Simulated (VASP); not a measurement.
# Be4TeSe3 (P-4m2) in VASP: further runs

The runs below take Be4TeSe3 through relaxation of cell and atoms, with PBE.

All numbers are computed with VASP 6.6.1; they aren't measurements. Logs are shortened: lines on timing, memory, paths and dates and some standing lists are left out, and cuts for length are marked.

### Step 1. The structure

Symmetry: P-4m2, No. 115, tetragonal system. The conventional cell has a = 3.690 Å, b = 3.690 Å, c = 10.420 Å, α = 90.00°, β = 90.00°, γ = 90.00°. Be (site symmetry 2mm) is surrounded by 4 Se at 2.23 Å. Be (site symmetry 2mm) has 2 Se at 2.25 Å and 2 Te at 2.33 Å as nearest neighbours. Te (site symmetry -4m2) has 4 Be at 2.33 Å as nearest neighbours. Around Se (site symmetry 2mm) lie 4 Be at 2.23 to 2.25 Å. Se (site symmetry -4m2) is surrounded by 4 Be at 2.23 Å.

The cell was built by a generator and needn't be a form met in nature.

### Step 2. Relaxation of cell and atoms, PBE

Input file INCAR:

```
SYSTEM = Be4TeSe3
PREC = Normal ; ENCUT = 520
EDIFF = 1E-4 ; ISMEAR = 0
SIGMA = 0.15 ; LREAL = .False.
LASPH = .True. ; NELM = 60
ALGO = Fast ; ISIF = 3
LWAVE = .False. ; LCHARG = .False.
GGA = PE ; IBRION = 2
NSW = 24 ; EDIFFG = -0.08
```

Input file KPOINTS:

```
Automatic mesh
0
Gamma
  4 4 2
  0 0 0
```

Input file POSCAR:

```
Be4TeSe3
1.0
    3.6900000000      0.0000000000      0.0000000000
    0.0000000000      3.6900000000      0.0000000000
    0.0000000000      0.0000000000     10.4200000000
Be Te Se
4 1 3
Direct
    0.5000000000      0.0000000000      0.3800000000
    0.0000000000      0.5000000000      0.6200000000
    0.0000000000      0.5000000000      0.1370000000
    0.5000000000      0.0000000000      0.8630000000
    0.0000000000      0.0000000000      0.0000000000
    0.5000000000      0.5000000000      0.2600000000
    0.0000000000      0.0000000000      0.5000000000
    0.5000000000      0.5000000000      0.7400000000
```

Potentials or basis: VASP PAW PBE potentials, release 64 (Be, Te, Se).

On the command line:

```bash
$ cat potpaw_PBE.64/Be/POTCAR potpaw_PBE.64/Te/POTCAR potpaw_PBE.64/Se/POTCAR > POTCAR
$ mpirun -np 1 vasp_std > vasp.out
```

OUTCAR:

```text
SYSTEM = Be4TeSe3
   PREC = Normal
   ENCUT = 520
   EDIFF = 1E-4
   ISMEAR = 0
   LREAL = .False.
   LASPH = .True.
   NELM = 60
   ISIF = 3
   GGA = PE
   IBRION = 2
   NSW = 24
   EDIFFG = -0.08

 ion  position               nearest neighbor table
   1  0.500  0.000  0.380-   7 2.23   7 2.23   6 2.23   6 2.23
   2  0.000  0.500  0.620-   7 2.23   7 2.23   8 2.23   8 2.23
   3  0.000  0.500  0.137-   6 2.25   6 2.25   5 2.33   5 2.33
   4  0.500  0.000  0.863-   8 2.25   8 2.25   5 2.33   5 2.33
   5  0.000  0.000  0.000-   3 2.33   4 2.33   3 2.33   4 2.33
   6  0.500  0.500  0.260-   1 2.23   1 2.23   3 2.25   3 2.25
   7  0.000  0.000  0.500-   1 2.23   2 2.23   2 2.23   1 2.23
   8  0.500  0.500  0.740-   2 2.23   2 2.23   4 2.25   4 2.25

  LATTYP: Found a simple tetragonal cell.
 ALAT       =     3.6900000000
 C/A-ratio  =     2.8238482385

  Lattice vectors:

 A1 = (   3.6900000000,   0.0000000000,   0.0000000000)
 A2 = (   0.0000000000,   3.6900000000,   0.0000000000)
 A3 = (   0.0000000000,   0.0000000000,  10.4200000000)

Analysis of symmetry for initial positions (statically):
=====================================================================
 Subroutine PRICEL returns:
 Original cell was already a primitive cell.

 Routine SETGRP: Setting up the symmetry group for a
 simple tetragonal supercell.

 Subroutine GETGRP returns: Found  8 space group operations
 (whereof  8 operations were pure point group operations)
 out of a pool of 16 trial point group operations.

The static configuration has the point symmetry D_2d.

Analysis of symmetry for dynamics (positions and initial velocities):
=====================================================================
 Subroutine PRICEL returns:
 Original cell was already a primitive cell.

 Routine SETGRP: Setting up the symmetry group for a
 simple tetragonal supercell.

 Subroutine GETGRP returns: Found  8 space group operations
 (whereof  8 operations were pure point group operations)
 out of a pool of 16 trial point group operations.

The dynamic configuration has the point symmetry D_2d.

 Subroutine INISYM returns: Found  8 space group operations
 (whereof  8 operations are pure point group operations),
 and found     1 'primitive' translations

----------------------------------------------------------------------------------------

                                     Primitive cell

  volume of cell :     141.8798

  direct lattice vectors                    reciprocal lattice vectors
     3.690000000  0.000000000  0.000000000     0.271002710  0.000000000  0.000000000
     0.000000000  3.690000000  0.000000000     0.000000000  0.271002710  0.000000000
     0.000000000  0.000000000 10.420000000     0.000000000  0.000000000  0.095969290

  length of vectors
     3.690000000  3.690000000 10.420000000     0.271002710  0.271002710  0.095969290

  position of ions in fractional coordinates (direct lattice)
     0.500000000  0.000000000  0.380000000
     0.000000000  0.500000000  0.620000000
     0.000000000  0.500000000  0.137000000
     0.500000000  0.000000000  0.863000000
     0.000000000  0.000000000  0.000000000
     0.500000000  0.500000000  0.260000000
     0.000000000  0.000000000  0.500000000
     0.500000000  0.500000000  0.740000000

  ion indices of the primitive-cell ions
   primitive index   ion index
                 1           1
                 2           2
                 3           3
                 4           4
                 5           5
                 6           6
                 7           7
                 8           8

----------------------------------------------------------------------------------------

 KPOINTS: Automatic mesh

Automatic generation of k-mesh.
 Grid dimensions read from file:
 generate k-points for:    4    4    2

 Generating k-lattice:

  Cartesian coordinates                     Fractional coordinates (reciprocal lattice)
     0.067750678  0.000000000  0.000000000     0.250000000  0.000000000  0.000000000
     0.000000000  0.067750678  0.000000000     0.000000000  0.250000000  0.000000000
     0.000000000  0.000000000  0.047984645     0.000000000  0.000000000  0.500000000

  Length of vectors
     0.067750678  0.067750678  0.047984645

  Shift w.r.t. Gamma in fractional coordinates (k-lattice)
     0.000000000  0.000000000  0.000000000

 Subroutine IBZKPT returns following result:
 ===========================================

 Found     12 irreducible k-points:

 Following reciprocal coordinates:
            Coordinates               Weight
  0.000000  0.000000  0.000000      1.000000
  0.250000  0.000000  0.000000      4.000000
  0.500000  0.000000  0.000000      2.000000
  0.250000  0.250000  0.000000      4.000000
  0.500000  0.250000  0.000000      4.000000
  0.500000  0.500000  0.000000      1.000000
  0.000000  0.000000  0.500000      1.000000
  0.250000  0.000000  0.500000      4.000000
  0.500000  0.000000  0.500000      2.000000
  0.250000  0.250000  0.500000      4.000000
  0.500000  0.250000  0.500000      4.000000
  0.500000  0.500000  0.500000      1.000000
   k-points           NKPTS =     12   k-points in BZ     NKDIM =     12   number of bands    NBANDS=     21
   number of dos      NEDOS =    301   number of ions     NIONS =      8
   total plane-waves  NPLWV =  34560
   dimension x,y,z NGX =    24 NGY =   24 NGZ =   60
   dimension x,y,z NGXF=    48 NGYF=   48 NGZF=  120
   ions per type =               4   1   3
   NGX,Y,Z   is equivalent  to a cutoff of  10.81, 10.81,  9.57 a.u.
   NGXF,Y,Z  is equivalent  to a cutoff of  21.63, 21.63, 19.15 a.u.
 SYSTEM =  Be4TeSe3
   PREC   = normal    normal or accurate (medium, high low for compatibility)
   ISTART =      0    job   : 0-new  1-cont  2-samecut
   ICHARG =      2    charge: 1-file 2-atom 10-const
   ISPIN  =      1    spin polarized calculation?
   LNONCOLLINEAR =      F non collinear calculations
   LSORBIT =      F    spin-orbit coupling
   LASPH  =      T    aspherical Exc in radial PAW
   ENCUT  =  520.0 eV  38.22 Ry    6.18 a.u.   6.86  6.86 19.37*2*pi/ulx,y,z
   NELM   =     60;   NELMIN=  2; NELMDL= -5     # of ELM steps
   EDIFF  = 0.1E-03   stopping-criterion for ELM
   LREAL  =      F    real-space projection
   EDIFFG = -.8E-01   stopping-criterion for IOM
   NSW    =     24    number of steps for IOM
   IBRION =      2    ionic relax: 0-MD 1-quasi-New 2-CG
   NFREE  =      1    steps in history (QN), initial steepest desc. (CG)
   ISIF   =      3    stress and relaxation
   ISYM   =      2    0-nonsym 1-usesym 2-fastsym
   POTIM  = 0.5000    time-step for ionic-motion
   TEBEG  =    0.0;   TEEND  =   0.0 temperature during run
   PSTRESS=    0.0 pullay stress
   NELECT =      32.0000    total number of electrons
   NUPDOWN=      -1.0000    fix difference up-down
   EMIN   =  10.00;   EMAX   =-10.00  energy-range for DOS
   EFERMI =   0.00;   METHOD = LEGACY
   ISMEAR =     0;   SIGMA  =   0.15  broadening in eV -4-tet -1-fermi 0-gaus
   EFERMI_NEDOS =   21; number of points for ismear=-14 and -15
   IALGO  =     68    algorithm
   IMIX   =      4    mixing-type and parameters
     AMIX     =   0.40;   BMIX     =  1.00
     AMIX_MAG =   1.60;   BMIX_MAG =  1.00
  volume/ion in A,a.u.               =      17.73       119.68
  Fermi-wavevector in a.u.,A,eV,Ry     =   0.996517  1.883144 13.511210  0.993046
  Thomas-Fermi vector in A             =   2.128611
   LORBIT       =      0    0 simple, 1 ext, 2 COOP (PROOUT), +10 PAW based schemes
   GGA     = PE    functional components
   LHFCALC =     F    Hartree Fock is set to
   AEXX    =    0.0000 exact exchange contribution
   IVDW    =     0    specifies the selected vdW correction
   LEPSILON=     F    determine dielectric tensor
   LRPA    =     F    only Hartree local field effects (RPA)
 conjugate gradient relaxation of ions
 non-spin polarized calculation
 RMM-DIIS sequential band-by-band and
 Gauss-broadening in eV      SIGMA  =   0.15
  energy-cutoff  :      520.00
  volume of cell :      141.88
 maximum number of plane-waves:      3856
   NGX = 13   NGY = 13   NGZ = 39

--------------------------------------- Ionic step        1  -------------------------------------------

 number of electron      32.0000001 magnetization

 Free energy of the ion-electron system (eV)
  ---------------------------------------------------
  ext. energy  EPLUGINS =         0.00000000
  ---------------------------------------------------
  free energy    TOTEN  =       -33.76671532 eV

  energy without entropy =      -33.76671532  energy(sigma->0) =      -33.76671532

------------------------ aborting loop because EDIFF is reached ----------------------------------------

  FORCE on cell =-STRESS in cart. coord.  units (eV):
  Direction    XX          YY          ZZ          XY          YZ          ZX
  --------------------------------------------------------------------------------------
  -------------------------------------------------------------------------------------
  Total        4.1142300      4.1142300      3.3057527      0.0000000      0.0000000      0.0000000
  in kB       46.4599461     46.4599461     37.3302152      0.0000000      0.0000000      0.0000000
  external PRESSURE =      43.4167025 kB  Pullay stress =       0.0000000 kB
[... 27 lines left out ...]
  energy  without entropy=      -33.7667153233  energy(sigma->0) =      -33.76671532

--------------------------------------- Ionic step        2  -------------------------------------------

 number of electron      31.9999995 magnetization

 E-fermi :   4.4465     XC(G=0):  -9.1760

 val. band max:        3.7543991971   @ k =   0.0000   0.0000   0.0000
 cond. band min:       5.9557010606   @ k =   0.0000   0.0000   0.0000
 fundamental gap:      2.2013018634
 Fermi energy:         4.4464705741

 k-point     1 :       0.0000    0.0000    0.0000
  band No.  band energies     occupation
      1      -9.9152      2.00000
      2      -9.3449      2.00000
      3      -8.8438      2.00000
      4      -7.3571      2.00000
      5      -1.3246      2.00000
      6       0.6257      2.00000
[... 526 lines left out ...]
  energy  without entropy=      -33.8869361554  energy(sigma->0) =      -33.88693616

--------------------------------------- Ionic step        8  -------------------------------------------

 number of electron      31.9999997 magnetization

 Free energy of the ion-electron system (eV)
  ---------------------------------------------------
  ext. energy  EPLUGINS =         0.00000000
  ---------------------------------------------------
  free energy    TOTEN  =       -33.88975103 eV

  energy without entropy =      -33.88975103  energy(sigma->0) =      -33.88975103

 E-fermi :   4.5272     XC(G=0):  -9.2233

 val. band max:        3.8565767968   @ k =   0.0000   0.0000   0.0000
 cond. band min:       6.0296922497   @ k =   0.0000   0.0000   0.0000
 fundamental gap:      2.1731154529
 Fermi energy:         4.5272129582

 k-point     1 :       0.0000    0.0000    0.0000
  band No.  band energies     occupation
      1      -9.8901      2.00000
      2      -9.3159      2.00000
      3      -8.7919      2.00000
      4      -7.2902      2.00000
      5      -1.2711      2.00000
      6       0.7104      2.00000
[... 312 lines left out ...]
  FREE ENERGIE OF THE ION-ELECTRON SYSTEM (eV)
  ---------------------------------------------------
  free  energy   TOTEN  =       -33.8897510344 eV

  energy  without entropy=      -33.8897510344  energy(sigma->0) =      -33.88975103

 reached required accuracy - stopping structural energy minimisation
```

Wall time 96 s (1 thread of Intel Xeon Platinum 8259CL at 2.50GHz (Skylake/Cascade Lake), shared host); peak memory 0.21 GiB.

Results:

```yaml
Free_energy: -33.8898 eV
Relaxed_volume: 18.79 Å³/atom
Relaxed_cell: a = 3.770 Å, b = 3.770 Å, c = 10.574 Å, α = 90.00°, β = 90.00°, γ = 90.00°
Space_group_after_relaxing_to_0.05_Å: P-4m2 (No. 115)
Energy_gained_by_relaxing: 15.4 meV/atom
Ionic_steps: 8
Pressure_after_relaxing: -0.2 GPa
Largest_force_after_relaxing: 0.071 eV/Å
Band_gap_on_the_k_mesh: 2.17 eV, direct
```

Forces in eV/Å, atoms in the order of the input:
```
Be   0.000  0.000 -0.006
Be   0.000  0.000  0.006
Be   0.000  0.000  0.071
Be   0.000  0.000 -0.071
Te   0.000  0.000  0.000
Se   0.000  0.000  0.036
Se   0.000  0.000  0.000
Se   0.000  0.000 -0.036
```

The path:
```
step  energy change (eV)  largest force (eV/Å)  pressure (GPa)  volume (Å³)
   1              0.0000                0.5062            4.34       141.88
   2             -0.1160                0.1016           -1.45       151.98
   3             -0.1203                0.1750            0.06       149.90
   4             -0.1203                0.1659           -0.11       150.18
   5             -0.1203                0.1598           -0.07       150.35
   6             -0.1190                0.1311           -0.56       151.16
   7             -0.1202                0.1528           -0.25       150.53
   8             -0.1230                0.0705           -0.22       150.30
```

Final structure:
```
Be Te Se
1.0
     3.77019    0.00000    0.00000
     0.00000    3.77019    0.00000
     0.00000    0.00000   10.57405
Be Te Se
4 1 3
Direct
  0.50000 0.00000 0.37983
  0.00000 0.50000 0.62017
  0.00000 0.50000 0.13979
  0.50000 0.00000 0.86021
  0.00000 0.00000 0.00000
  0.50000 0.50000 0.25928
  0.00000 0.00000 0.50000
  0.50000 0.50000 0.74072
```

Levels at points of the mesh, in eV from the valence-band top:
```tsv
k point	band 12	band 13	band 14	band 15	band 16	band 17	band 18	band 19	band 20	band 21
(0.00, 0.00, 0.00)	-1.58	-1.58	-0.21	0.00	0.00	2.17	3.09	3.20	3.51	3.95
(0.50, 0.00, 0.00)	-1.70	-1.67	-1.30	-1.18	-0.23	3.35	3.74	4.24	4.78	5.20
(0.50, 0.50, 0.00)	-3.36	-2.91	-2.73	-2.73	-2.50	2.27	2.32	3.56	3.56	5.54
(0.00, 0.00, 0.50)	-1.31	-1.15	-1.15	-0.29	-0.29	2.40	2.64	3.73	3.85	3.97
(0.50, 0.00, 0.50)	-1.97	-1.71	-1.70	-1.69	-0.23	3.94	4.06	4.10	4.93	5.02
(0.50, 0.50, 0.50)	-3.21	-3.14	-3.13	-3.13	-2.72	3.34	3.37	3.42	3.58	4.31
```

Caveat: the k mesh is coarse (spacing up to 0.43 Å⁻¹), so the values aren't converged; spin-orbit coupling is left out, which moves the levels of the heavy elements; the relaxation stopped at a loose force limit of 0.08 eV/Å, so its end isn't a converged minimum. Expect the measured gap to be larger: semilocal functionals such as PBE lack the derivative discontinuity.

### Step 3. Relaxation of cell and atoms, PBE

This run uses another cell than the first one, of 18.67 Å³/atom, 1.053 times its volume.

INCAR is that of step 2.

KPOINTS is that of step 2.

Input file POSCAR:

```
Be4TeSe3
1.0
    3.4998792200      0.0000000000      0.0000000000
    0.0000000000      3.4998792200      0.0000000000
    0.0000000000      0.0000000000     12.1951006600
Be Te Se
4 1 3
Direct
    0.5000000000      0.0000000000      0.0030040000
    0.5000000000      0.0000000000      0.4863730100
    0.0000000000      0.5000000000      0.0030040000
    0.0000000000      0.5000000000      0.4863730100
    0.5000000000      0.5000000000      0.4001060100
    0.5000000000      0.5000000000      0.8616139900
    0.0000000000      0.0000000000      0.1441340000
    0.0000000000      0.0000000000      0.6153920300
```

Potentials or basis: VASP PAW PBE potentials, release 64 (Be, Te, Se).

On the command line:

```bash
$ cat potpaw_PBE.64/Be/POTCAR potpaw_PBE.64/Te/POTCAR potpaw_PBE.64/Se/POTCAR > POTCAR
$ mpirun -np 1 vasp_std > vasp.out
```

It took 5.4 min on 1 thread of Intel Xeon Platinum 8259CL at 2.50GHz (Skylake/Cascade Lake), shared host; peak memory 0.2 GiB.

It converged, with:

```yaml
Free_energy: -33.1872 eV
Relaxed_volume: 22.78 Å³/atom
Relaxed_cell: a = 3.724 Å, b = 3.724 Å, c = 13.141 Å, α = 90.00°, β = 90.00°, γ = 90.00°
Space_group_after_relaxing_to_0.05_Å: P4mm (No. 99)
Energy_gained_by_relaxing: 624.2 meV/atom
Ionic_steps: 23
Pressure_after_relaxing: 0.1 GPa
Largest_force_after_relaxing: 0.061 eV/Å
Band_gap_on_the_k_mesh: 2.10 eV, direct
```

Forces in eV/Å, atoms in the order of the input:
```
Be   0.000  0.000 -0.003
Be   0.000  0.000  0.006
Be   0.000  0.000 -0.003
Be   0.000  0.000  0.006
Te   0.000  0.000 -0.057
Se   0.000  0.000 -0.006
Se   0.000  0.000 -0.004
Se   0.000  0.000  0.061
```

Step by step:
```
step  energy change (eV)  largest force (eV/Å)  pressure (GPa)  volume (Å³)
   1              0.0000               10.1272           10.73       149.38
   2             -3.9465                2.3422           -5.99       177.35
   3             -4.1955                2.6529           -4.04       170.25
   4             -4.7925                0.9810            0.85       160.11
   5             -4.8004                1.1004            1.59       158.78
   6             -4.8881                0.1918            0.57       161.75
   7             -4.8942                0.1310            0.26       162.76
   8             -4.9053                0.2011            0.10       163.68
   9             -4.9222                0.5455           -0.35       166.42
  10             -4.9293                0.4813           -0.16       166.60
  11             -4.9450                0.2861            0.39       167.11
  12             -4.9492                0.1313            1.52       168.09
  13             -4.9520                0.0818            1.08       167.75
  14             -4.9594                0.0358            1.02       169.17
  15             -4.9748                0.1460            0.60       173.44
  16             -4.9808                0.4160            0.03       182.09
  17             -4.9819                0.3407            0.20       179.41
  18             -4.9907                0.1747           -0.09       181.84
  19             -4.9919                0.1715           -0.24       183.50
  20             -4.9917                0.1601           -0.29       183.86
  21             -4.9918                0.1684           -0.43       183.67
  22             -4.9919                0.1617           -0.38       183.58
  23             -4.9935                0.0614            0.14       182.25
```

Final structure:
```
Be Te Se
1.0
     3.72410    0.00000    0.00000
     0.00000    3.72410    0.00000
     0.00000    0.00000   13.14055
Be Te Se
4 1 3
Direct
  0.50000 0.00000 0.99928
  0.50000 0.00000 0.50561
  0.00000 0.50000 0.99928
  0.00000 0.50000 0.50561
  0.50000 0.50000 0.38540
  0.50000 0.50000 0.89888
  0.00000 0.00000 0.09983
  0.00000 0.00000 0.60612
```

Levels at points of the mesh, in eV from the valence-band top:
```csv
k point,band 12,band 13,band 14,band 15,band 16,band 17,band 18,band 19,band 20,band 21
"(0.00, 0.00, 0.00)",-1.13,-1.01,-1.01,0.00,0.00,2.10,2.27,2.84,2.96,3.71
"(0.50, 0.00, 0.00)",-2.03,-2.00,-1.86,-1.84,-0.33,3.41,3.55,3.71,4.17,4.18
"(0.50, 0.50, 0.00)",-3.39,-3.33,-3.33,-3.22,-2.78,2.93,3.01,3.63,3.76,3.94
"(0.00, 0.00, 0.50)",-1.50,-1.01,-1.01,0.00,0.00,2.10,2.29,2.84,2.95,3.74
"(0.50, 0.00, 0.50)",-2.05,-2.03,-1.97,-1.84,-0.33,3.55,3.58,3.69,4.18,4.26
"(0.50, 0.50, 0.50)",-3.39,-3.34,-3.34,-3.22,-2.78,3.14,3.26,3.35,3.43,4.12
```

Caveat: the k mesh is coarse (spacing up to 0.45 Å⁻¹), so the values aren't converged; the volume moved by over 15 % at a fixed basis, so the end points are rough; spin-orbit coupling is left out, which moves the levels of the heavy elements; this functional lacks dispersion, which binds the layers, so the pressure and a relaxed spacing across them are unreliable, and here the layers came unbound; the relaxation stopped at a loose force limit of 0.08 eV/Å, so its end isn't a converged minimum.

(Part 1 of 2 ends here.)
